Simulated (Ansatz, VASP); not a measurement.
## Ge93H13 (random packing of Ge88H12) in two plane-wave programs

Aim: how closely do two programs agree when they are given the same cell, functional and k mesh? The cell is taken from a series of runs on this material, whose earlier steps may have relaxed, scaled, displaced or heated it; both programs get it as it stands.

Method: plane waves, with VASP 6.6.1 beside it; single point at PBE, in Ansatz 0.2.0.

**1. The starting structure**

The cell holds 106 atoms: 93 Ge and 13 H. Cell: a = 12.793 Å, b = 12.793 Å, c = 12.793 Å, α = 90.0°, β = 90.0°, γ = 90.0°. As first built, before any earlier steps moved the atoms (in the runner's words): 106 atoms (93 Ge, 13 H) packed at random in a cube at 5.37 g/cm^3 and pushed apart as soft spheres; a start for melting by ab initio MD, not an equilibrated structure. Then every atom was moved at random, 0.02 A r.m.s. a Cartesian component (hydrogen 0.6 of that).

**2. VASP: single point, PBE**

A single point gives forces, pressure and levels at one fixed geometry, so differences don't come from the geometry; what else differs is listed under the comparison.

Lines of VASP's logs that name or quote its potential files are left out, and so is its time.

Contents of INCAR:

```
SYSTEM = Ge93H13
PREC = Accurate
ENCUT = 500
EDIFF = 1E-06
NELM = 120
ISMEAR = -1
SIGMA = 0.05
LREAL = Auto
ALGO = Normal
GGA = PE
NBANDS = 768
LORBIT = 11
LWAVE = .FALSE.
LCHARG = .FALSE.
ISIF = 2
LASPH = .TRUE.
GGA_COMPAT = .FALSE.
NCORE = 2
```

Contents of POSCAR:

```
Ge93H13
1.0
   12.7934000000      0.0000000000      0.0000000000
    0.0000000000     12.7934000000      0.0000000000
    0.0000000000      0.0000000000     12.7934000000
Ge H
93 13
Direct
    0.4378900000      0.2114200000      0.3077100000
    0.6375000000      0.5113300000      0.2320500000
    0.9751000000      0.0000200000      0.1176300000
    0.9251100000      0.4781500000      0.1238900000
    0.4057700000      0.9509300000      0.4012300000
    0.5719200000      0.3787600000      0.7155600000
    0.3598600000      0.8338400000      0.9092300000
    0.0875200000      0.0208700000      0.6042800000
    0.3851700000      0.1213100000      0.6630100000
    0.2530100000      0.0479200000      0.5466300000
    0.0820000000      0.7216500000      0.8317400000
    0.3853300000      0.2722500000      0.8193300000
    0.9527200000      0.8445700000      0.8932500000
    0.9516100000      0.7876400000      0.7137800000
    0.2339900000      0.0729100000      0.9367600000
    0.7795400000      0.4783200000      0.5632500000
    0.0744500000      0.9729900000      0.4296700000
    0.2929200000      0.4044300000      0.6186400000
    0.6319900000      0.9862900000      0.4799700000
    0.7886800000      0.1019800000      0.4582700000
    0.2867000000      0.7116300000      0.4956700000
    0.5037200000      0.5190000000      0.4127600000
    0.6946400000      0.9240100000      0.9741800000
    0.8922700000      0.9966400000      0.7672500000
    0.4681200000      0.3936600000      0.0545800000
    0.6452300000      0.1029300000      0.9909000000
    0.2823200000      0.5111600000      0.2739700000
    0.5242200000      0.9424800000      0.0354200000
    0.7535500000      0.2614900000      0.7805100000
    0.2436300000      0.1014500000      0.2954300000
[... 70 atom lines left out ...]
    0.7332600000      0.9280400000      0.2928400000
    0.9270000000      0.8382800000      0.5325200000
    0.0969400000      0.2030700000      0.1243200000
    0.9375200000      0.5809800000      0.8562100000
    0.4261200000      0.8649000000      0.5521000000
    0.2650800000      0.6783200000      0.8929500000
```

Contents of KPOINTS:

```
Automatic mesh
0
Gamma
1 1 1
0 0 0
```

The projector-augmented-wave data sets are Ge_d and H (PBE family, release 64).

Command:

```bash
mpirun -np 8 vasp_gam
```

Numbers of over 12 decimals in the logs are rounded to 6 here.

Output:

```text
[banner, memory and clock lines left out]
running    8 mpi-ranks, on    1 nodes
[...]
LDA part: xc-table for (Slater+PW92), standard interpolation
 POSCAR, INCAR and KPOINTS ok, starting setup
[...]
entering main loop
       N       E                     dE             d eps       ncg     rms          rms(c)
DAV:   1     0.279107068393E+05    0.27911E+05   -0.50334E+05  1544   0.537E+03
DAV:   2     0.667401552113E+04   -0.21237E+05   -0.20351E+05  1536   0.121E+03
DAV:   3     0.992747656512E+03   -0.56813E+04   -0.54691E+04  1536   0.336E+02
DAV:   4    -0.242924695806E+03   -0.12357E+04   -0.11381E+04  1736   0.149E+02
[...]
DAV:  18    -0.382085955776E+03   -0.32873E-04   -0.33800E-04  2264   0.539E-02    0.628E-03
DAV:  19    -0.382085966185E+03   -0.10409E-04   -0.11138E-04  1632   0.414E-02    0.462E-03
DAV:  20    -0.382085965320E+03    0.86514E-06   -0.68232E-06  1368   0.322E-02
   1 F= -.38208597E+03 E0= -.38186725E+03  d E =-.437423E+00
```

OUTCAR, selected parts (step 2):

```text
  FREE ENERGIE OF THE ION-ELECTRON SYSTEM (eV)
  ---------------------------------------------------
  free  energy   TOTEN  =      -382.0859653199 eV

  energy  without entropy=     -381.6485427440  energy(sigma->0) =     -381.86725403
```

The run ends at a pressure of 8.21 GPa, with forces up to 5.4 eV/Å.

**3. Ansatz: single point, PBE**

Ansatz runs on its default PAW (the set named soft_2) files.

The same cell, functional, mesh and smearing now go to Ansatz, which takes its cutoff from its data sets.

Contents of input.yaml:

```yaml
crystal:
  lattice:
    - [12.7934, 0.0, 0.0]
    - [0.0, 12.7934, 0.0]
    - [0.0, 0.0, 12.7934]
  atoms:
    - { symbol: Ge, position: [0.43789, 0.21142, 0.30771] }
    - { symbol: Ge, position: [0.6375, 0.51133, 0.23205] }
    - { symbol: Ge, position: [0.9751, 2.0e-05, 0.11763] }
    - { symbol: Ge, position: [0.92511, 0.47815, 0.12389] }
    - { symbol: Ge, position: [0.40577, 0.95093, 0.40123] }
    - { symbol: Ge, position: [0.57192, 0.37876, 0.71556] }
    - { symbol: Ge, position: [0.35986, 0.83384, 0.90923] }
    - { symbol: Ge, position: [0.08752, 0.02087, 0.60428] }
    - { symbol: Ge, position: [0.38517, 0.12131, 0.66301] }
    - { symbol: Ge, position: [0.25301, 0.04792, 0.54663] }
    - { symbol: Ge, position: [0.082, 0.72165, 0.83174] }
    - { symbol: Ge, position: [0.38533, 0.27225, 0.81933] }
    - { symbol: Ge, position: [0.95272, 0.84457, 0.89325] }
    - { symbol: Ge, position: [0.95161, 0.78764, 0.71378] }
    - { symbol: Ge, position: [0.23399, 0.07291, 0.93676] }
    - { symbol: Ge, position: [0.77954, 0.47832, 0.56325] }
    - { symbol: Ge, position: [0.07445, 0.97299, 0.42967] }
    - { symbol: Ge, position: [0.29292, 0.40443, 0.61864] }
    - { symbol: Ge, position: [0.63199, 0.98629, 0.47997] }
    - { symbol: Ge, position: [0.78868, 0.10198, 0.45827] }
    - { symbol: Ge, position: [0.2867, 0.71163, 0.49567] }
    - { symbol: Ge, position: [0.50372, 0.519, 0.41276] }
    - { symbol: Ge, position: [0.69464, 0.92401, 0.97418] }
    - { symbol: Ge, position: [0.89227, 0.99664, 0.76725] }
    - { symbol: Ge, position: [0.46812, 0.39366, 0.05458] }
    - { symbol: Ge, position: [0.64523, 0.10293, 0.9909] }
    - { symbol: Ge, position: [0.28232, 0.51116, 0.27397] }
    - { symbol: Ge, position: [0.52422, 0.94248, 0.03542] }
    - { symbol: Ge, position: [0.75355, 0.26149, 0.78051] }
    - { symbol: Ge, position: [0.24363, 0.10145, 0.29543] }
[... 70 atom lines left out ...]
    - { symbol: H, position: [0.73326, 0.92804, 0.29284] }
    - { symbol: H, position: [0.927, 0.83828, 0.53252] }
    - { symbol: H, position: [0.09694, 0.20307, 0.12432] }
    - { symbol: H, position: [0.93752, 0.58098, 0.85621] }
    - { symbol: H, position: [0.42612, 0.8649, 0.5521] }
    - { symbol: H, position: [0.26508, 0.67832, 0.89295] }
kpoints:
  mp_grid: { grid: [1, 1, 1] }
hamiltonian:
  xc: pbe
scf:
  occupations: { method: fermi_dirac, width: 0.05 }
output:
  forces: true
  eigenvalues: true
  populations: true
  stress: true
```

Command:

```bash
ansatz run input.yaml --threads 8 --pin off --max-ram 15872MiB --backend cpu --events-out ev --progress --plain --runs-dir out
```

Output:

```text
Engine: ansatz 0.2.0, aarch64-unknown-linux-gnu
Pseudopotentials: kind: paw
Pseudopotential: Ge, paw, valence charge 14, recommended cutoff 420 eV (normal), Ge.paw.azcp
Pseudopotential: H, paw, valence charge 1, recommended cutoff 420 eV (normal), H.paw.azcp
Functional definition: PBE
  parameter kappa = 0.804
  parameter beta = 0.066725
  exchange = pbe_x(kappa = kappa, mu = beta*pi^2/3)
  correlation = pbe_c(beta = beta)
Crystal: 106 atoms, lattice volume = 2093.910 Å³
Basis set: ecut = 420 eV, 40843 PW (Γ), exchange–correlation on 180×180×180 points (8 copies of the dense FFT grid, shifted against one another)
Bands: 789, of which v1, the nominal top of the filled ones, is band 658 counted from 1 (657 counted from 0)
Symmetry: 1 space group operations
Space group: P1 (ITA 1), of the structure as read, at distance tolerance 1.3e-4 Å
k-points: 1
Non-local potential: Ge, projectors of the file, l = 0: 2, l = 1: 2, l = 2: 3, l = 3: 1
Non-local potential: H, projectors of the file, l = 0: 2, l = 1: 1
PAW form: soft (Blöchl's): semilocal exchange-correlation on the pseudo side does not see the compensation charge
PAW one-centre angular grid: Ge, 590 points (default); XC on 64 Gauss nodes
PAW one-centre angular grid: H, 110 points (default); XC on 64 Gauss nodes
Initial density: superposition of atomic densities (neutral atoms: chi_scale 0, normalization atom), corrected by the library's trained network
Initial wavefunctions: pseudopotential atomic-orbital guess
Functional: x = pbe(κ = 0.804, μ = 0.219515), c = pbe(β = 0.066725)
SCF iter   1: F=—  HF=-399558.033373 eV  |F-HF|=—  |Δ(HF+E_count)|=         —  Δρ=4.41e-3  dr2=1.67e0  ethr=1.77e-3  ⟨swp⟩=5.0  Hψ=2506  notcnv=0  defer=74
preconditioner: auto → LDOS  [metal: Δε(μ)=0.053 eV  Ē_g=21.793 eV  σ=0.050 eV  W_gap=0.25  n_scr=586 (ndim 8)  ℏωp=29.4 eV  f_vac=0.035  D(μ)=50.70/eV (n_scr^D=340)  β→1.0]
SCF iter   2: F=—  HF=-399557.867520 eV  |F-HF|=—  |Δ(HF+E_count)|=   1.66e-1  Δρ=2.05e-3  dr2=1.88e-1  ethr=1.27e-4  ⟨swp⟩=2.0  Hψ=1069  notcnv=0  defer=90
SCF iter   3: F=—  HF=-399557.839696 eV  |F-HF|=—  |Δ(HF+E_count)|=   2.78e-2  Δρ=8.21e-4  dr2=4.78e-2  ethr=1.43e-5  ⟨swp⟩=2.0  Hψ=1385  notcnv=0  defer=90
SCF iter   4: F=—  HF=-399557.832359 eV  |F-HF|=—  |Δ(HF+E_count)|=   7.34e-3  Δρ=2.93e-4  dr2=6.01e-3  ethr=3.64e-6  ⟨swp⟩=2.0  Hψ=868  notcnv=0  defer=90
SCF iter   5: F=—  HF=-399557.831691 eV  |F-HF|=—  |Δ(HF+E_count)|=   6.68e-4  Δρ=1.08e-4  dr2=5.45e-4  ethr=4.57e-7  ⟨swp⟩=2.0  Hψ=848  notcnv=0  defer=90
SCF iter   6: F=—  HF=-399557.831633 eV  |F-HF|=—  |Δ(HF+E_count)|=   5.74e-5  Δρ=4.12e-5  dr2=6.02e-5  ethr=4.15e-8  ⟨swp⟩=2.0  Hψ=1359  notcnv=0  defer=90
SCF iter   7: F=—  HF=-399557.832175 eV  |F-HF|=—  |Δ(HF+E_count)|=   5.41e-4  Δρ=1.75e-5  dr2=1.10e-5  ethr=4.58e-9  ⟨swp⟩=2.0  Hψ=1445  notcnv=0  defer=90
SCF iter   8: F=—  HF=-399557.832174 eV  |F-HF|=—  |Δ(HF+E_count)|=   1.00e-6  Δρ=6.87e-6  dr2=1.74e-6  ethr=8.35e-10  ⟨swp⟩=2.0  Hψ=1359  notcnv=0  defer=90
SCF iter   9: F=—  HF=-399557.832173 eV  |F-HF|=—  |Δ(HF+E_count)|=   1.21e-7  Δρ=2.47e-6  dr2=2.27e-7  ethr=1.32e-10  ⟨swp⟩=2.0  Hψ=1359  notcnv=0  defer=90
SCF iter  10: F=-399557.832173 eV  HF=-399557.832173 eV  |F-HF|=2.27e-8  |Δ(HF+E_count)|=   1.19e-8  Δρ=9.95e-7  dr2=3.58e-8  ethr=7.60e-12  ⟨swp⟩=9.0  Hψ=3356  notcnv=0
SCF 1 converged in 10 iterations: F = -399557.832173 eV  dr2 = 3.58e-8
  greatest PAW one-centre occupation: 0.998 electrons in one spin orbital (limit 2), on the Ge atom at site 24 (counted from 0), in its partial waves of l = 2
SCF converged after 10 iterations
Free energy (F): -399557.832173 eV
Harris-Foulkes:  -399557.832173 eV  (|F-HF|=2.27e-8)
Internal energy: -399557.394806 eV  (E = F + TS)
E sigma→0 (E₀):  -399557.613490 eV
Entropy (-TS):   -0.437367 eV (-4.126 meV/atom)
Fermi energy:    8.593373 eV
--- Per-component energies (eV) ---
  E_band       = -13790.376542
  E_kinetic    = 10502.757238
  E_local      = -244624.670429  (includes V_loc(G=0)·N_el)
  E_nonlocal   = 38727.197080
  E_hartree    = 108194.963618
  E_xc         = -7157.176801
  E_vxc        = -6165.498668  (∫ρ·V_xc dr)
  E_paw        = -187588.566628  (= ΣΔE_a)
  E_vpaw       = -28620.101358  (= ΣTr[D̂ρ^β])
  E_aug_tail   = 0.016191  (compensation charges beyond the density's cutoff)
  E_ewald      = -117611.915075
  E_smearing   = -0.437367  (= −TS)
  E_closure    = -0.000000  (closes the sum)
  Σ components = -399557.832173   (vs F -399557.832173, Δ=0.00e0)
--- Forces (eV/Å), atoms counted from 1 ---
  atom   1  Ge     0.22220791    -0.80797991     0.91243207
  atom   2  Ge     0.07215905    -0.07016065     0.06380199
  atom   3  Ge    -0.27107215     0.64630209    -1.16453547
  atom   4  Ge    -2.03337876    -1.26339594     0.33378987
  atom   5  Ge    -0.34298859     0.91374623     0.94877109
  atom   6  Ge    -0.09136623    -1.88054179    -2.06097578
[...]
--- Löwdin populations: 106 sites ---
  site symbol       q [e]
     0     Ge     13.9827
     1     Ge     14.0022
     2     Ge     13.9124
     3     Ge     13.9905
     4     Ge     13.9822
     5     Ge     13.9298
     6     Ge     13.9348
     7     Ge     13.9902
     8     Ge     13.9674
     9     Ge     13.9390
    10     Ge     13.9407
    11     Ge     13.9745
    12     Ge     13.9770
    13     Ge     13.9095
    14     Ge     13.9726
    15     Ge     13.8863
    16     Ge     13.9332
    17     Ge     13.9255
    18     Ge     13.9531
    19     Ge     13.9455
    20     Ge     13.8893
    21     Ge     13.9688
    22     Ge     13.9373
    23     Ge     13.9605
[...]
98      H      1.0663
    99      H      1.0708
   100      H      1.1173
   101      H      1.0960
   102      H      1.2216
   103      H      1.0571
   104      H      1.0820
   105      H      1.0771
  spilling = 0.002683 (of n_electrons = 1315.000000)
```

Reading the cycles: dr2 is the Hartree energy of the density residual (eV), the measure of convergence; HF is the Harris–Foulkes estimate of the energy, which meets the free energy F at convergence.

The run ends at a pressure of 8.30 GPa, with forces up to 5.4 eV/Å.

**4. Comparison**

Known differences besides the potentials themselves: the cutoff is 420 eV in Ansatz and 500 eV in VASP (PREC = Accurate, projectors in real space). Total energies have different zeros and are not compared.

Compared:

| quantity | Ansatz | VASP | difference |
| --- | --- | --- | --- |
| pressure (GPa) | 8.30 | 8.21 | +0.10 |

Forces on 9 of the 106 atoms, those with the largest forces and the largest differences (eV/Å; atoms numbered as in POSCAR):

| atom | Ansatz x, y, z | VASP x, y, z |
| --- | --- | --- |
| Ge8 | -2.249, -1.399, 4.429 | -2.252, -1.396, 4.433 |
| Ge18 | 2.086, -0.587, 1.620 | 2.095, -0.601, 1.622 |
| Ge23 | 1.704, -2.196, -2.254 | 1.712, -2.201, -2.252 |
| Ge34 | 2.173, -3.323, -0.871 | 2.175, -3.331, -0.868 |
| Ge50 | 1.668, 3.625, -0.201 | 1.670, 3.633, -0.204 |
| Ge61 | -2.080, 0.937, 4.443 | -2.078, 0.934, 4.457 |
| Ge68 | -3.584, -1.399, -1.226 | -3.598, -1.406, -1.230 |
| Ge81 | -1.292, 2.293, 1.726 | -1.301, 2.307, 1.726 |
| Ge92 | 0.000, -4.741, -2.590 | -0.004, -4.749, -2.594 |

The forces differ by 4.0 meV/Å r.m.s., which is 0.3 % of the r.m.s. force of 1.279 eV/Å (both taken over all components).

**5. Results**

```yaml
r_m_s_force_difference_single_point_pbe: 0.31 % of the r.m.s. force
```

In words: The r.m.s. force difference is 0.31 % of the r.m.s. force (single point, PBE), within the 3 % picked in this series as the mark of a large difference. How closely two codes agree says nothing of how well the functional describes the real material.

[Lines on the potential files, build, host, timing and source positions are cut from VASP's logs without a mark.]

[Logs are printed without paths, hosts, clocks, repeated set-up lines and the standing remarks that a program may print on its own settings, such as how far it seeks lower states.]

[Hosts, paths, dates, database ids (printed as entryN), source tags and the programs' standing remarks are cut or masked in the printed files.]
